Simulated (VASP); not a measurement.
# Cd2CuO3 (I4/mmm) in VASP: relaxation of cell and atoms with PBE

Aim: the relaxation of cell and atoms of Cd2CuO3 with PBE.

Program: VASP 6.6.1. These are calculated values, not measurements. Logs are shortened: lines on timing, memory, paths and dates and some standing lists are left out, and cuts for length are marked.

### 1 The crystal as given

The structure is tetragonal, space group I4/mmm (No. 139). The conventional cell has a = 3.410 Å, b = 3.410 Å, c = 14.460 Å, α = 90.00°, β = 90.00°, γ = 90.00°. Cd (site symmetry 4mm) is surrounded by 6 O at 2.41 to 2.50 Å. Cu (site symmetry 4/mmm) has 6 O at 2.31 to 2.41 Å as nearest neighbours. Around O (site symmetry 4mm) lie 1 Cu at 2.31 Å and 5 Cd at 2.41 to 2.50 Å. O (site symmetry 4/mmm) is surrounded by 4 Cu at 2.41 Å and 2 Cd at 2.41 Å.

The cell was built by a generator and needn't be a form met in nature.

### 2 Relaxation of cell and atoms, PBE

INCAR

```
SYSTEM = Cd2CuO3
PREC     = Normal         ! precision mode
ENCUT    = 520            ! plane-wave cutoff, eV
EDIFF    = 1E-4           ! SCF threshold, eV
ISMEAR   = 0              ! smearing method
SIGMA    = 0.15           ! smearing width, eV
LREAL    = .False.        ! projectors in reciprocal space
LASPH    = .True.         ! aspherical terms in the spheres
NELM     = 60             ! most SCF steps
ALGO     = Fast           ! electronic algorithm
ISIF     = 3              ! what is computed and relaxed
LWAVE    = .False.        ! write WAVECAR
LCHARG   = .False.        ! write CHGCAR
GGA      = PE             ! functional
IBRION   = 2              ! ionic algorithm
NSW      = 24             ! ionic steps
EDIFFG   = -0.08          ! ionic threshold
```

KPOINTS

```
Automatic mesh
0
Gamma
  6 6 6
  0 0 0
```

POSCAR

```
Cd2CuO3
1.0
   -1.7050000000      1.7050000000      7.2300000000
    1.7050000000     -1.7050000000      7.2300000000
    1.7050000000      1.7050000000     -7.2300000000
Cd Cu O
2 1 3
Direct
    0.3330000000      0.3330000000      0.0000000000
    0.6670000000      0.6670000000      0.0000000000
    0.0000000000      0.0000000000      0.0000000000
    0.1600000000      0.1600000000      0.0000000000
    0.8400000000      0.8400000000      0.0000000000
    0.5000000000      0.5000000000      0.0000000000
```

Potentials or basis: VASP PAW PBE potentials, release 64 (Cd, Cu, O).

Command:

```sh
$ cat potpaw_PBE.64/Cd/POTCAR potpaw_PBE.64/Cu/POTCAR potpaw_PBE.64/O/POTCAR > POTCAR
$ mpirun -np 1 vasp_std > vasp.out
```

OUTCAR:

```text
SYSTEM = Cd2CuO3
   PREC = Normal
   ENCUT = 520
   EDIFF = 1E-4
   ISMEAR = 0
   LREAL = .False.
   LASPH = .True.
   NELM = 60
   ISIF = 3
   GGA = PE
   IBRION = 2
   NSW = 24
   EDIFFG = -0.08

 ion  position               nearest neighbor table
   1  0.333  0.333  0.000-   5 2.41   5 2.41   5 2.41   5 2.41   6 2.41   4 2.50   2 3.40   2 3.40
                             2 3.40   2 3.40
   2  0.667  0.667  0.000-   4 2.41   4 2.41   4 2.41   4 2.41   6 2.41   5 2.50   1 3.40   1 3.40
                             1 3.40   1 3.40
   3  0.000  0.000  0.000-   4 2.31   5 2.31
   4  0.160  0.160  0.000-   3 2.31   2 2.41   2 2.41   2 2.41   2 2.41   1 2.50
   5  0.840  0.840  0.000-   3 2.31   1 2.41   1 2.41   1 2.41   1 2.41   2 2.50
   6  0.500  0.500  0.000-   1 2.41   2 2.41

  LATTYP: Found a body centered tetragonal cell.
 ALAT       =     3.4100000000
 C/A-ratio  =     4.2404692082

  Lattice vectors:

 A1 = (  -1.7050000000,   1.7050000000,   7.2300000000)
 A2 = (   1.7050000000,  -1.7050000000,   7.2300000000)
 A3 = (   1.7050000000,   1.7050000000,  -7.2300000000)

Analysis of symmetry for initial positions (statically):
=====================================================================
 Subroutine PRICEL returns:
 Original cell was already a primitive cell.

 Routine SETGRP: Setting up the symmetry group for a
 body centered tetragonal supercell.

 Subroutine GETGRP returns: Found 16 space group operations
 (whereof 16 operations were pure point group operations)
 out of a pool of 16 trial point group operations.

The static configuration has the point symmetry D_4h.

Analysis of symmetry for dynamics (positions and initial velocities):
=====================================================================
 Subroutine PRICEL returns:
 Original cell was already a primitive cell.

 Routine SETGRP: Setting up the symmetry group for a
 body centered tetragonal supercell.

 Subroutine GETGRP returns: Found 16 space group operations
 (whereof 16 operations were pure point group operations)
 out of a pool of 16 trial point group operations.

The dynamic configuration has the point symmetry D_4h.

 Subroutine INISYM returns: Found 16 space group operations
 (whereof 16 operations are pure point group operations),
 and found     1 'primitive' translations

----------------------------------------------------------------------------------------

                                     Primitive cell

  volume of cell :      84.0712

  direct lattice vectors                    reciprocal lattice vectors
    -1.705000000  1.705000000  7.230000000     0.000000000  0.293255132  0.069156293
     1.705000000 -1.705000000  7.230000000     0.293255132  0.000000000  0.069156293
     1.705000000  1.705000000 -7.230000000     0.293255132  0.293255132  0.000000000

  length of vectors
     7.621479515  7.621479515  7.621479515     0.301299129  0.301299129  0.414725385

  position of ions in fractional coordinates (direct lattice)
     0.333000000  0.333000000  0.000000000
     0.667000000  0.667000000  0.000000000
     0.000000000  0.000000000  0.000000000
     0.160000000  0.160000000  0.000000000
     0.840000000  0.840000000  0.000000000
     0.500000000  0.500000000  0.000000000

  ion indices of the primitive-cell ions
   primitive index   ion index
                 1           1
                 2           2
                 3           3
                 4           4
                 5           5
                 6           6

----------------------------------------------------------------------------------------

 KPOINTS: Automatic mesh

Automatic generation of k-mesh.
 Grid dimensions read from file:
 generate k-points for:    6    6    6

 Generating k-lattice:

  Cartesian coordinates                     Fractional coordinates (reciprocal lattice)
     0.000000000  0.048875855  0.011526049     0.166666667  0.000000000 -0.000000000
     0.048875855  0.000000000  0.011526049     0.000000000  0.166666667 -0.000000000
     0.048875855  0.048875855  0.000000000     0.000000000  0.000000000  0.166666667

  Length of vectors
     0.050216522  0.050216522  0.069120897

  Shift w.r.t. Gamma in fractional coordinates (k-lattice)
     0.000000000  0.000000000  0.000000000

 Subroutine IBZKPT returns following result:
 ===========================================

 Found     30 irreducible k-points:

 Following reciprocal coordinates:
            Coordinates               Weight
  0.000000  0.000000  0.000000      1.000000
  0.166667  0.000000 -0.000000      8.000000
  0.333333  0.000000  0.000000      8.000000
  0.500000  0.000000  0.000000      4.000000
  0.166667  0.166667 -0.000000      8.000000
  0.333333  0.166667 -0.000000     16.000000
[... 16 lines left out ...]
 -0.333333 -0.333333  0.166667      8.000000
 -0.166667 -0.333333  0.166667      8.000000
 [... further k-points ...]
   k-points           NKPTS =     30   k-points in BZ     NKDIM =     30   number of bands    NBANDS=     31
   number of dos      NEDOS =    301   number of ions     NIONS =      6
   total plane-waves  NPLWV = 110592
   dimension x,y,z NGX =    48 NGY =   48 NGZ =   48
   dimension x,y,z NGXF=    96 NGYF=   96 NGZF=   96
   ions per type =               2   1   3
   NGX,Y,Z   is equivalent  to a cutoff of  10.47, 10.47, 10.47 a.u.
   NGXF,Y,Z  is equivalent  to a cutoff of  20.94, 20.94, 20.94 a.u.
 SYSTEM =  Cd2CuO3
   PREC   = normal    normal or accurate (medium, high low for compatibility)
   ISTART =      0    job   : 0-new  1-cont  2-samecut
   ICHARG =      2    charge: 1-file 2-atom 10-const
   ISPIN  =      1    spin polarized calculation?
   LNONCOLLINEAR =      F non collinear calculations
   LSORBIT =      F    spin-orbit coupling
   LASPH  =      T    aspherical Exc in radial PAW
   ENCUT  =  520.0 eV  38.22 Ry    6.18 a.u.  14.17 14.17 14.17*2*pi/ulx,y,z
   NELM   =     60;   NELMIN=  2; NELMDL= -5     # of ELM steps
   EDIFF  = 0.1E-03   stopping-criterion for ELM
   LREAL  =      F    real-space projection
   EDIFFG = -.8E-01   stopping-criterion for IOM
   NSW    =     24    number of steps for IOM
   IBRION =      2    ionic relax: 0-MD 1-quasi-New 2-CG
   NFREE  =      1    steps in history (QN), initial steepest desc. (CG)
   ISIF   =      3    stress and relaxation
   ISYM   =      2    0-nonsym 1-usesym 2-fastsym
   POTIM  = 0.5000    time-step for ionic-motion
   TEBEG  =    0.0;   TEEND  =   0.0 temperature during run
   PSTRESS=    0.0 pullay stress
   NELECT =      53.0000    total number of electrons
   NUPDOWN=      -1.0000    fix difference up-down
   EMIN   =  10.00;   EMAX   =-10.00  energy-range for DOS
   EFERMI =   0.00;   METHOD = LEGACY
   ISMEAR =     0;   SIGMA  =   0.15  broadening in eV -4-tet -1-fermi 0-gaus
   EFERMI_NEDOS =   21; number of points for ismear=-14 and -15
   IALGO  =     68    algorithm
   IMIX   =      4    mixing-type and parameters
     AMIX     =   0.40;   BMIX     =  1.00
     AMIX_MAG =   1.60;   BMIX_MAG =  1.00
  volume/ion in A,a.u.               =      14.01        94.56
  Fermi-wavevector in a.u.,A,eV,Ry     =   1.403733  2.652670 26.809813  1.970466
  Thomas-Fermi vector in A             =   2.526365
   LORBIT       =      0    0 simple, 1 ext, 2 COOP (PROOUT), +10 PAW based schemes
   GGA     = PE    functional components
   LHFCALC =     F    Hartree Fock is set to
   AEXX    =    0.0000 exact exchange contribution
   IVDW    =     0    specifies the selected vdW correction
   LEPSILON=     F    determine dielectric tensor
   LRPA    =     F    only Hartree local field effects (RPA)
 conjugate gradient relaxation of ions
 non-spin polarized calculation
 RMM-DIIS sequential band-by-band and
 Gauss-broadening in eV      SIGMA  =   0.15
  energy-cutoff  :      520.00
  volume of cell :       84.07
 maximum number of plane-waves:      2278
   NGX = 29   NGY = 29   NGZ = 29

--------------------------------------- Ionic step        1  -------------------------------------------

 number of electron      53.0000012 magnetization

 Free energy of the ion-electron system (eV)
  ---------------------------------------------------
  ext. energy  EPLUGINS =         0.00000000
  ---------------------------------------------------
  free energy    TOTEN  =       -23.98186078 eV

  energy without entropy =      -23.93101700  energy(sigma->0) =      -23.95643889

------------------------ aborting loop because EDIFF is reached ----------------------------------------

  FORCE on cell =-STRESS in cart. coord.  units (eV):
  Direction    XX          YY          ZZ          XY          YZ          ZX
  --------------------------------------------------------------------------------------
  -------------------------------------------------------------------------------------
  Total       -5.7331661     -5.7331661     -6.7834572      0.0000000     -0.0000000      0.0000000
  in kB     -109.2592082   -109.2592082   -129.2750213      0.0000000     -0.0000000      0.0000000
  external PRESSURE =    -115.9311459 kB  Pullay stress =       0.0000000 kB
[... 101 lines left out ...]
  FREE ENERGIE OF THE ION-ELECTRON SYSTEM (eV)
  ---------------------------------------------------
  free  energy   TOTEN  =       -24.3826495342 eV

  energy  without entropy=      -24.3356199511  energy(sigma->0) =      -24.35913474

[... ionic steps 4 to 7 ...]

--------------------------------------- Ionic step        8  -------------------------------------------

 number of electron      53.0000008 magnetization

------------------------ aborting loop because EDIFF is reached ----------------------------------------

  FORCE on cell =-STRESS in cart. coord.  units (eV):
  Direction    XX          YY          ZZ          XY          YZ          ZX
  --------------------------------------------------------------------------------------
  -------------------------------------------------------------------------------------
  Total       -1.0315896     -1.0315896     -1.1463184      0.0000000      0.0000000      0.0000000
  in kB      -21.7275976    -21.7275976    -24.1440448      0.0000000      0.0000000      0.0000000
  external PRESSURE =     -22.5330800 kB  Pullay stress =       0.0000000 kB
[... 65 lines left out ...]
  energy  without entropy=      -24.3814127234  energy(sigma->0) =      -24.40325089

--------------------------------------- Ionic step       10  -------------------------------------------

 number of electron      52.9999995 magnetization

 Free energy of the ion-electron system (eV)
  ---------------------------------------------------
  ext. energy  EPLUGINS =         0.00000000
  ---------------------------------------------------
  free energy    TOTEN  =       -24.42459432 eV

  energy without entropy =      -24.38249010  energy(sigma->0) =      -24.40354221

 E-fermi :   3.1103     XC(G=0): -11.6037

 val. band max:        3.0903429080   @ k =  -0.3333   0.3333   0.3333
 cond. band min:       3.1175143969   @ k =  -0.3333   0.3333   0.1667
 fundamental gap:      0.0271714889
 Fermi energy:         3.1102666374

 k-point     1 :       0.0000    0.0000    0.0000
  band No.  band energies     occupation
      1     -15.0709      2.00000
      2     -14.6356      2.00000
      3     -14.0198      2.00000
      4      -4.6899      2.00000
      5      -4.6432      2.00000
      6      -4.4460      2.00000
[... 805 lines left out ...]
     30       8.1329      0.00000
     31      11.4989      0.00000

 [... further k-points ...]

------------------------ aborting loop because EDIFF is reached ----------------------------------------

  FORCE on cell =-STRESS in cart. coord.  units (eV):
  Direction    XX          YY          ZZ          XY          YZ          ZX
  --------------------------------------------------------------------------------------
  -------------------------------------------------------------------------------------
  Total        0.3460984      0.3460984      0.4441381      0.0000000     -0.0000000      0.0000000
  in kB        7.4305313      7.4305313      9.5353854      0.0000000     -0.0000000      0.0000000
  external PRESSURE =       8.1321493 kB  Pullay stress =       0.0000000 kB
[... 21 lines left out ...]
  FREE ENERGIE OF THE ION-ELECTRON SYSTEM (eV)
  ---------------------------------------------------
  free  energy   TOTEN  =       -24.4245943188 eV

  energy  without entropy=      -24.3824901044  energy(sigma->0) =      -24.40354221

 reached required accuracy - stopping structural energy minimisation
```

Run time: 11 min. Hardware: 1 thread of Intel Xeon Platinum 8488C (Sapphire Rapids), shared host; peak memory 0.4 GiB.

Results:

```yaml
Free_energy: -24.4246 eV
Relaxed_volume: 12.44 Å³/atom
Relaxed_cell: a = 7.159 Å, b = 7.159 Å, c = 7.159 Å, α = 153.17°, β = 153.17°, γ = 38.31°
Space_group_after_relaxing_to_0.05_Å: I4/mmm (No. 139)
Energy_gained_by_relaxing: 73.8 meV/atom
Ionic_steps: 10
Pressure_after_relaxing: 0.8 GPa
Largest_force_after_relaxing: 0.072 eV/Å
Band_gap_on_the_k_mesh: none (metal or under the smearing width)
```

Forces on the atoms (eV/Å):
```
Cd   0.000  0.000  0.008
Cd   0.000  0.000 -0.008
Cu   0.000  0.000  0.000
O    0.000  0.000  0.072
O    0.000  0.000 -0.072
O    0.000  0.000  0.000
```

Stress tensor (GPa, compression positive):
```
0.74 0.00 0.00
0.00 0.74 0.00
0.00 0.00 0.95
```

Step by step:
```csv
step,energy change (eV),largest force (eV/Å),pressure (GPa),volume (Å³)
1,0.0000,0.5635,-11.59,84.07
2,-0.3669,0.3284,5.32,72.33
3,-0.4008,0.2968,0.37,74.70
4,-0.4199,0.2605,0.02,74.73
5,-0.4325,0.2801,0.83,74.78
6,-0.4329,0.1869,0.29,74.78
7,-0.4405,0.1172,0.88,75.10
8,-0.4343,0.1464,-2.25,76.07
9,-0.4432,0.0326,-0.83,75.48
10,-0.4427,0.0719,0.81,74.63
```

Final structure:
```xyz
6
Lattice="-1.6610 1.6610 6.7622 1.6610 -1.6610 6.7622 1.6610 1.6610 -6.7622" Properties=species:S:1:pos:R:3 pbc="T T T"
Cd    0.0000    0.0000    4.5395
Cd    0.0000    0.0000    8.9849
Cu    0.0000    0.0000    0.0000
O     0.0000    0.0000    2.0727
O     0.0000    0.0000   11.4517
O     0.0000    0.0000    6.7622
```

Caveat: the k mesh is coarse (spacing up to 0.43 Å⁻¹), so the values aren't converged; an odd number of electrons without spin polarisation forces a metal; a magnetic or distorted state may lie lower; the run has no spin polarisation, though such a crystal can be magnetic; semilocal functionals often make such compounds metallic where correlation or magnetic order opens a gap, which also shifts bond lengths; the relaxation stopped at a loose force limit of 0.08 eV/Å, so its end isn't a converged minimum.
